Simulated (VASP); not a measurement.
# Nb (Niobium): how cutoff and mesh change the relaxed cell

How far does the relaxed cell of Nb (Niobium) depend on cutoff and k mesh? The starting structure is a measured crystal structure from the Crystallography Open Database. The first relaxation on each setting starts from this cell expanded by 3 % in volume.

Method: Kohn-Sham DFT with plane waves and PAW; PBEsol, in VASP 6.6.1.

### 1. Set-up

The structure is cubic, space group Im-3m (No. 229). Conventional cell: a = 3.300 Å, b = 3.300 Å, c = 3.300 Å, α = 90.00°, β = 90.00°, γ = 90.00°. Nearest to Nb lie 8 Nb at 2.86 Å.

### 2. Reference relaxation

This run starts from the cell of an earlier relaxation, which isn't shown; the restart sets up the plane waves anew.

The input, INCAR:

```
SYSTEM = Nb
PREC = Accurate
ENCUT = 450
EDIFF = 1E-06
NELM = 100
ISMEAR = 1
SIGMA = 0.15
LREAL = .FALSE.
ALGO = Normal
GGA = PS
NBANDS = 12
LORBIT = 11
LWAVE = .FALSE.
LCHARG = .FALSE.
KPAR = 4
IBRION = 2
NSW = 50
ISIF = 3
EDIFFG = -0.006
```

The input, POSCAR:

```
Nb
1.0
   -1.6346708363      1.6346708363      1.6346708363
    1.6346708363     -1.6346708363      1.6346708363
    1.6346708363      1.6346708363     -1.6346708363
Nb
1
Direct
    0.0000000000      0.0000000000      0.0000000000
```

The input, KPOINTS:

```
Automatic mesh
0
Gamma
18 18 18
0 0 0
```

PAW data sets: Nb_sv (PBE family, release 64).

Command:

```bash
> mpirun -np 4 vasp_std
```

The log of the run:

```text
[banner, memory and clock lines left out]
running    4 mpi-ranks, on    1 nodes
 distrk:  each k-point on    1 cores,    4 groups
 distr:  one band on    1 cores,    1 groups

 POSCAR found type information on POSCAR Nb
 POSCAR found :  1 types and       1 ions
|                                                                             |
|               ----> ADVICE to this user running VASP <----                  |
|                                                                             |
|     You enforced a specific xc type in the INCAR file but a different       |
|     [... a line on the potential file left out ...]
|     I HOPE YOU KNOW WHAT YOU ARE DOING!                                     |
|                                                                             |

 LDA part: xc-table for (Slater+PW92), standard interpolation
 POSCAR, INCAR and KPOINTS ok, starting setup
 FFT: planning ... GRIDC
 FFT: planning ... GRID_SOFT
 FFT: planning ... GRID
 WAVECAR not read
 entering main loop
       N       E                     dE             d eps       ncg     rms          rms(c)
DAV:   1     0.104864132588E+03    0.10486E+03   -0.68128E+03  4712   0.978E+02
DAV:   2    -0.734129071846E+01   -0.11221E+03   -0.10815E+03  5184   0.363E+02
DAV:   3    -0.112085945639E+02   -0.38673E+01   -0.37166E+01  6756   0.586E+01
DAV:   4    -0.114135683244E+02   -0.20497E+00   -0.20412E+00  6272   0.121E+01
DAV:   5    -0.114211514317E+02   -0.75831E-02   -0.75798E-02  6912   0.198E+00    0.785E+00
DAV:   6    -0.109978901309E+02    0.42326E+00   -0.62055E-01  7492   0.969E+00    0.276E+00
DAV:   7    -0.109454181370E+02    0.52472E-01   -0.18616E-01  7740   0.521E+00    0.938E-01
DAV:   8    -0.109494603710E+02   -0.40422E-02   -0.11984E-02  5548   0.140E+00    0.488E-02
DAV:   9    -0.109495058111E+02   -0.45440E-04   -0.81915E-04  7596   0.271E-01    0.355E-02
DAV:  10    -0.109495188976E+02   -0.13087E-04   -0.18684E-05  5688   0.508E-02    0.135E-02
DAV:  11    -0.109495135803E+02    0.53173E-05   -0.44961E-06  6056   0.345E-02    0.285E-03
DAV:  12    -0.109495134278E+02    0.15247E-06   -0.14575E-07  3224   0.532E-03
   1 F= -.10949513E+02 E0= -.10949401E+02  d E =-.109495E+02
 curvature:   0.00 expect dE= 0.000E+00 dE for cont linesearch  0.000E+00
 trial: gam= 0.00000 g(F)=  0.223E-62 g(S)=  0.308E-04 ort = 0.000E+00 (trialstep = 0.100E+01)
 search vector abs. value=  0.308E-04
 bond charge predicted
       N       E                     dE             d eps       ncg     rms          rms(c)
DAV:   1    -0.109501260377E+02   -0.61246E-03   -0.17418E-02  6308   0.184E+00    0.208E-01
DAV:   2    -0.109495349809E+02    0.59106E-03   -0.13330E-03  6656   0.473E-01    0.601E-02
DAV:   3    -0.109494669489E+02    0.68032E-04   -0.48261E-04  8412   0.218E-01    0.370E-02
DAV:   4    -0.109494827598E+02   -0.15811E-04   -0.10974E-05  6200   0.340E-02    0.185E-02
DAV:   5    -0.109494973769E+02   -0.14617E-04   -0.33375E-05  7776   0.387E-02    0.836E-03
DAV:   6    -0.109494978991E+02   -0.52223E-06   -0.87947E-07  3740   0.122E-02
   2 F= -.10949498E+02 E0= -.10949390E+02  d E =0.155287E-04
 trial-energy change:    0.000016  1 .order    0.000015   -0.000031    0.000061
 step:   0.3344(harm=  0.3344)  dis= 0.00000  next Energy=   -10.949519 (dE=-0.515E-05)
 bond charge predicted
       N       E                     dE             d eps       ncg     rms          rms(c)
DAV:   1    -0.109497938956E+02   -0.29652E-03   -0.76841E-03  6244   0.123E+00    0.137E-01
DAV:   2    -0.109495406052E+02    0.25329E-03   -0.59188E-04  6624   0.315E-01    0.396E-02
DAV:   3    -0.109495102646E+02    0.30341E-04   -0.21506E-04  8432   0.146E-01    0.248E-02
DAV:   4    -0.109495141840E+02   -0.39193E-05   -0.47759E-06  6116   0.226E-02    0.126E-02
DAV:   5    -0.109495186268E+02   -0.44429E-05   -0.14888E-05  7772   0.260E-02    0.553E-03
DAV:   6    -0.109495180310E+02    0.59584E-06   -0.41508E-07  3292   0.825E-03
   3 F= -.10949518E+02 E0= -.10949408E+02  d E =-.460320E-05
 curvature:  -0.17 expect dE=-0.744E-08 dE for cont linesearch -0.744E-08
 trial: gam= 0.00000 g(F)=  0.117E-63 g(S)=  0.445E-07 ort =-0.117E-05 (trialstep = 0.867E+00)
 search vector abs. value=  0.446E-07
 reached required accuracy - stopping structural energy minimisation
```

The job ended after 7.6 s (4 MPI ranks of Intel Xeon 6975P-C (Granite Rapids), shared host; peak memory 0.58 GiB; 28 s of CPU time).

The logs omit lines about the potential files and the build; timing stands in the text.

OUTCAR, selected parts (step 2):

```text
ion  position               nearest neighbor table
   1  0.000  0.000  0.000-

  LATTYP: Found a body centered cubic cell.
 ALAT       =     3.2693416726

 Subroutine GETGRP returns: Found 48 space group operations
 (whereof 48 operations were pure point group operations)

The static configuration has the point symmetry O_h .

 Found    195 irreducible k-points:

   k-points           NKPTS =    195   k-points in BZ     NKDIM =    195   number of bands    NBANDS=     12

   dimension x,y,z NGX =    20 NGY =   20 NGZ =   20
   dimension x,y,z NGXF=    40 NGYF=   40 NGZF=   40

   ENCUT  =  450.0 eV  33.07 Ry    5.75 a.u.   4.90  4.90  4.90*2*pi/ulx,y,z

   NELECT =      13.0000    total number of electrons

 k-points in reciprocal lattice and weights: Automatic mesh
   0.00000000  0.00000000  0.00000000       0.000
   0.05555556  0.00000000  0.00000000       0.002
   0.11111111  0.00000000  0.00000000       0.002
   0.16666667  0.00000000  0.00000000       0.002
   0.22222222  0.00000000  0.00000000       0.002
   0.27777778  0.00000000  0.00000000       0.002
   0.33333333  0.00000000  0.00000000       0.002
   0.38888889  0.00000000  0.00000000       0.002
   0.44444444  0.00000000  0.00000000       0.002
[...]
0.50000000  0.50000000  0.44444444       0.002
   0.50000000  0.50000000  0.50000000       0.000

 average (electrostatic) potential at core
       1 -76.0965

 E-fermi :  11.4651

 k-point     1 :       0.0000    0.0000    0.0000
  band No.  band energies     occupation
      1     -42.7480      2.00000
      2     -17.9943      2.00000
      3     -17.9943      2.00000
      4     -17.9943      2.00000
      5       5.4628      2.00000
      6      11.8414     -0.00223
      7      11.8414     -0.00223
      8      11.8414     -0.00223
      9      14.8527      0.00000
     10      14.8527      0.00000
    ...

 k-point     2 :       0.0556    0.0000    0.0000
  band No.  band energies     occupation
      1     -42.7398      2.00000
      2     -18.0437      2.00000
      3     -18.0092      2.00000
      4     -17.9948      2.00000
      5       5.5959      2.00000
      6      11.7575     -0.01876
      7      11.8221     -0.00390
      8      11.9688     -0.00002
      9      14.7200      0.00000
     10      14.8522      0.00000
    ...

 k-point     3 :       0.1111    0.0000    0.0000
  band No.  band energies     occupation
      1     -42.7159      2.00000
      2     -18.1844      2.00000
      3     -18.0517      2.00000
      4     -17.9961      2.00000
      5       5.9771      2.00000
      6      11.5271      0.36192
      7      11.7408     -0.02604
      8      12.3472     -0.00000
      9      14.4387     -0.00000
     10      14.8580      0.00000
    ...

  Total        0.0005545      0.0005545      0.0005545      0.0000000     -0.0000000      0.0000000
  in kB        0.0508853      0.0508853      0.0508853      0.0000000     -0.0000000      0.0000000
  external PRESSURE =       0.0508853 kB  Pullay stress =       0.0000000 kB

  energy-cutoff  :      450.00
  volume of cell :       17.46
      direct lattice vectors                 reciprocal lattice vectors
    -1.634285984  1.634285984  1.634285984     0.000000000  0.305944005  0.305944005
     1.634285984 -1.634285984  1.634285984     0.305944005  0.000000000  0.305944005
     1.634285984  1.634285984 -1.634285984     0.305944005  0.305944005  0.000000000

 POSITION                                       TOTAL-FORCE (eV/Angst)
 -----------------------------------------------------------------------------------
     -0.00000      0.00000      0.00000        -0.000000      0.000000      0.000000
 -----------------------------------------------------------------------------------
    total drift:                                0.000000      0.000000      0.000000

  FREE ENERGIE OF THE ION-ELECTRON SYSTEM (eV)
  ---------------------------------------------------
  free  energy   TOTEN  =       -10.9495180310 eV

  energy  without entropy=      -10.9491865704  energy(sigma->0) =      -10.94940754

 reached required accuracy - stopping structural energy minimisation

 total charge
# of ion       s       p       d       tot
------------------------------------------
    1        2.227   5.999   2.548  10.774

[... 3 further parts left out ...]
```

This run has no spin polarisation. Its electron count is odd, so without a moment it is a metal by construction. The PAW data sets were made with PBE, which is usual practice but a small mismatch for other functionals. The run keeps the 48 symmetry operations of its start, so it cannot find a distortion of lower symmetry.

The reference relaxation ends at 17.460 Å³ an atom.

### 3. Relaxation with a cutoff of 290 eV

Against step 2 the input has ENCUT = 290. This run starts from the cell of an earlier relaxation, which isn't shown; the restart sets up the plane waves anew.

Changes to INCAR since step 2:

```diff
@@ -2,3 +2,3 @@
 PREC = Accurate
-ENCUT = 450
+ENCUT = 290
 EDIFF = 1E-06
```

The input, POSCAR:

```
Nb
1.0
   -1.6322235972      1.6322235972      1.6322235972
    1.6322235972     -1.6322235972      1.6322235972
    1.6322235972      1.6322235972     -1.6322235972
Nb
1
Direct
    0.0000000000      0.0000000000      0.0000000000
```

KPOINTS is that of step 2.

Command:

```bash
> mpirun -np 4 vasp_std
```

The log of the run:

```text
[banner, memory and clock lines left out]
running    4 mpi-ranks, on    1 nodes
[...]
[... a notice as in an earlier step ...]

 LDA part: xc-table for (Slater+PW92), standard interpolation
 POSCAR, INCAR and KPOINTS ok, starting setup
[...]
entering main loop
       N       E                     dE             d eps       ncg     rms          rms(c)
DAV:   1     0.691253531892E+02    0.69125E+02   -0.54090E+03  4940   0.722E+02
DAV:   2    -0.911349003034E+01   -0.78239E+02   -0.75350E+02  5604   0.280E+02
DAV:   3    -0.113238886262E+02   -0.22104E+01   -0.21507E+01  6624   0.402E+01
DAV:   4    -0.114115287433E+02   -0.87640E-01   -0.87348E-01  6024   0.781E+00
[...]
DAV:  11    -0.109314960171E+02    0.31216E-05   -0.96686E-07  4864   0.115E-02    0.200E-03
DAV:  12    -0.109314946565E+02    0.13606E-05   -0.14931E-07  3012   0.391E-03    0.516E-04
DAV:  13    -0.109314946653E+02   -0.88246E-08   -0.41800E-08  2784   0.220E-03
   1 F= -.10931495E+02 E0= -.10931387E+02  d E =-.109315E+02
[...]
DAV:   7    -0.109311074673E+02    0.24533E-05   -0.44055E-06  6884   0.158E-02    0.179E-03
DAV:   8    -0.109311067201E+02    0.74719E-06   -0.14031E-07  2640   0.357E-03
   2 F= -.10931107E+02 E0= -.10931017E+02  d E =0.387945E-03
 trial-energy change:    0.000388  1 .order    0.000393   -0.000695    0.001482
 step:   0.3225(harm=  0.3193)  dis= 0.00000  next Energy=   -10.931607 (dE=-0.112E-03)
[...]
N       E                     dE             d eps       ncg     rms          rms(c)
DAV:   1    -0.109380560576E+02   -0.69486E-02   -0.17823E-01  6048   0.565E+00    0.666E-01
DAV:   2    -0.109320061042E+02    0.60500E-02   -0.13603E-02  6456   0.142E+00    0.190E-01
DAV:   3    -0.109313420765E+02    0.66403E-03   -0.47304E-03  8212   0.673E-01    0.121E-01
DAV:   4    -0.109315200943E+02   -0.17802E-03   -0.88461E-05  6508   0.857E-02    0.596E-02
DAV:   5    -0.109315952602E+02   -0.75166E-04   -0.33410E-04  7572   0.989E-02    0.271E-02
DAV:   6    -0.109316071107E+02   -0.11850E-04   -0.79328E-06  6440   0.285E-02    0.582E-03
DAV:   7    -0.109316070032E+02    0.10755E-06   -0.19022E-06  5784   0.114E-02
   3 F= -.10931607E+02 E0= -.10931506E+02  d E =-.112338E-03
[...]
reached required accuracy - stopping structural energy minimisation
```

The job ended after 3.6 s (4 MPI ranks; peak memory 0.48 GiB; 12 s of CPU time).

OUTCAR, selected parts (step 3):

```text
  Total       -0.0006693     -0.0006693     -0.0006693      0.0000000      0.0000000      0.0000000
  in kB       -0.0618475     -0.0618475     -0.0618475      0.0000000      0.0000000      0.0000000
  external PRESSURE =      -0.0618475 kB  Pullay stress =       0.0000000 kB

 POSITION                                       TOTAL-FORCE (eV/Angst)
 -----------------------------------------------------------------------------------
      0.00000     -0.00000      0.00000         0.000000     -0.000000     -0.000000
 -----------------------------------------------------------------------------------
    total drift:                                0.000000     -0.000000     -0.000000

  FREE ENERGIE OF THE ION-ELECTRON SYSTEM (eV)
  ---------------------------------------------------
  free  energy   TOTEN  =       -10.9316070032 eV

  energy  without entropy=      -10.9313025837  energy(sigma->0) =      -10.93150553

[... 2 parts as in an earlier step ...]

[... 2 further parts left out ...]
[key lines of the parts left out:]
E-fermi :  11.5828
```

With a cutoff of 290 eV the cell ends at 17.338 Å³ an atom, -0.70 % from the reference.

### 4. Relaxation with a 10×10×10 mesh

Against step 2 the input has a 10×10×10 mesh. This run starts from the cell of an earlier relaxation, which isn't shown; the restart sets up the plane waves anew.

Changes to INCAR since step 3:

```diff
@@ -2,3 +2,3 @@
 PREC = Accurate
-ENCUT = 290
+ENCUT = 450
 EDIFF = 1E-06
```

The input, POSCAR:

```
Nb
1.0
   -1.6340545698      1.6340545698      1.6340545698
    1.6340545698     -1.6340545698      1.6340545698
    1.6340545698      1.6340545698     -1.6340545698
Nb
1
Direct
    0.0000000000      0.0000000000      0.0000000000
```

The input, KPOINTS:

```
Automatic mesh
0
Gamma
10 10 10
0 0 0
```

Command:

```bash
> mpirun -np 4 vasp_std
```

The log of the run:

```text
[... set-up lines as in an earlier step ...]
 entering main loop
       N       E                     dE             d eps       ncg     rms          rms(c)
DAV:   1     0.106870119434E+03    0.10687E+03   -0.68424E+03  1136   0.975E+02
DAV:   2    -0.743361596293E+01   -0.11430E+03   -0.11013E+03  1288   0.364E+02
DAV:   3    -0.112041212121E+02   -0.37705E+01   -0.36732E+01  1600   0.576E+01
DAV:   4    -0.113815075829E+02   -0.17739E+00   -0.17655E+00  1596   0.114E+01
[...]
DAV:  10    -0.109252964109E+02   -0.11573E-04   -0.24171E-05  1396   0.496E-02    0.150E-02
DAV:  11    -0.109252907297E+02    0.56813E-05   -0.50672E-06  1516   0.354E-02    0.287E-03
DAV:  12    -0.109252905258E+02    0.20383E-06   -0.14993E-07   756   0.592E-03
   1 F= -.10925291E+02 E0= -.10925020E+02  d E =-.109253E+02
[...]
N       E                     dE             d eps       ncg     rms          rms(c)
DAV:   1    -0.109258033147E+02   -0.51259E-03   -0.14657E-02  1512   0.169E+00    0.190E-01
[...]
DAV:   4    -0.109252670986E+02   -0.13475E-04   -0.92272E-06  1500   0.316E-02    0.167E-02
DAV:   5    -0.109252790835E+02   -0.11985E-04   -0.27499E-05  1864   0.352E-02    0.755E-03
DAV:   6    -0.109252796101E+02   -0.52657E-06   -0.71620E-07   868   0.110E-02
   2 F= -.10925280E+02 E0= -.10924974E+02  d E =0.109158E-04
 trial-energy change:    0.000011  1 .order    0.000011   -0.000026    0.000047
 step:   0.3537(harm=  0.3537)  dis= 0.00000  next Energy=   -10.925295 (dE=-0.459E-05)
[...]
N       E                     dE             d eps       ncg     rms          rms(c)
DAV:   1    -0.109255113103E+02   -0.23223E-03   -0.60937E-03  1480   0.109E+00    0.122E-01
DAV:   2    -0.109253133441E+02    0.19797E-03   -0.46981E-04  1576   0.282E-01    0.356E-02
DAV:   3    -0.109252889561E+02    0.24388E-04   -0.17207E-04  1988   0.130E-01    0.221E-02
DAV:   4    -0.109252916990E+02   -0.27429E-05   -0.37958E-06  1424   0.204E-02    0.110E-02
DAV:   5    -0.109252951840E+02   -0.34849E-05   -0.11601E-05  1860   0.234E-02    0.500E-03
DAV:   6    -0.109252946048E+02    0.57913E-06   -0.38072E-07   788   0.815E-03
   3 F= -.10925295E+02 E0= -.10925012E+02  d E =-.407900E-05
[...]
reached required accuracy - stopping structural energy minimisation
```

Elapsed: 3 s, on 4 MPI ranks; peak memory 0.51 GiB.

OUTCAR, selected parts (step 4):

```text
  Total        0.0000964      0.0000964      0.0000964      0.0000000     -0.0000000      0.0000000
  in kB        0.0088579      0.0088579      0.0088579      0.0000000     -0.0000000      0.0000000
  external PRESSURE =       0.0088579 kB  Pullay stress =       0.0000000 kB

 POSITION                                       TOTAL-FORCE (eV/Angst)
 -----------------------------------------------------------------------------------
      0.00000      0.00000      0.00000        -0.000000      0.000000     -0.000000
 -----------------------------------------------------------------------------------
    total drift:                                0.000000     -0.000000     -0.000000

  FREE ENERGIE OF THE ION-ELECTRON SYSTEM (eV)
  ---------------------------------------------------
  free  energy   TOTEN  =       -10.9252946048 eV

  energy  without entropy=      -10.9244467884  energy(sigma->0) =      -10.92501200

[... 1 part as in an earlier step ...]

[... 3 further parts left out ...]
[key lines of the parts left out:]
E-fermi :  11.5211
```

With a 10×10×10 mesh the cell ends at 17.441 Å³ an atom, -0.11 % from the reference.

### 5. Relaxation with a cutoff of 600 eV

Against step 2 the input has ENCUT = 600. This run starts from the cell of an earlier relaxation, which isn't shown; the restart sets up the plane waves anew.

Changes to INCAR since step 4:

```diff
@@ -2,3 +2,3 @@
 PREC = Accurate
-ENCUT = 450
+ENCUT = 600
 EDIFF = 1E-06
```

The input, POSCAR:

```
Nb
1.0
   -1.6354473136      1.6354473136      1.6354473136
    1.6354473136     -1.6354473136      1.6354473136
    1.6354473136      1.6354473136     -1.6354473136
Nb
1
Direct
    0.0000000000      0.0000000000      0.0000000000
```

The input, KPOINTS:

```
Automatic mesh
0
Gamma
18 18 18
0 0 0
```

Command:

```bash
> mpirun -np 4 vasp_std
```

The log of the run:

```text
[... set-up lines as in an earlier step ...]
 entering main loop
       N       E                     dE             d eps       ncg     rms          rms(c)
DAV:   1     0.127965056926E+03    0.12797E+03   -0.78893E+03  4696   0.121E+03
DAV:   2    -0.590930695531E+01   -0.13387E+03   -0.12892E+03  4964   0.415E+02
DAV:   3    -0.110571227197E+02   -0.51478E+01   -0.48757E+01  6656   0.723E+01
DAV:   4    -0.114083418838E+02   -0.35122E+00   -0.34833E+00  6772   0.166E+01
[...]
DAV:  10    -0.109514450347E+02   -0.15862E-04   -0.20049E-05  5484   0.559E-02    0.167E-02
DAV:  11    -0.109514409738E+02    0.40609E-05   -0.65210E-06  6228   0.450E-02    0.325E-03
DAV:  12    -0.109514407704E+02    0.20338E-06   -0.30706E-07  3384   0.772E-03
   1 F= -.10951441E+02 E0= -.10951326E+02  d E =-.109514E+02
[...]
reached required accuracy - stopping structural energy minimisation
```

The job ended after 5.6 s (4 MPI ranks; peak memory 0.64 GiB).

(Part 1 of 2 ends here.)

[Lines on the potential files, build, host, timing and source positions are cut from VASP's logs without a mark.]

[Logs are printed without paths, hosts, clocks, repeated set-up lines and the standing remarks that a program may print on its own settings, such as how far it seeks lower states.]

[Hosts, paths, dates, database ids (printed as entryN), source tags and the programs' standing remarks are cut or masked in the printed files.]
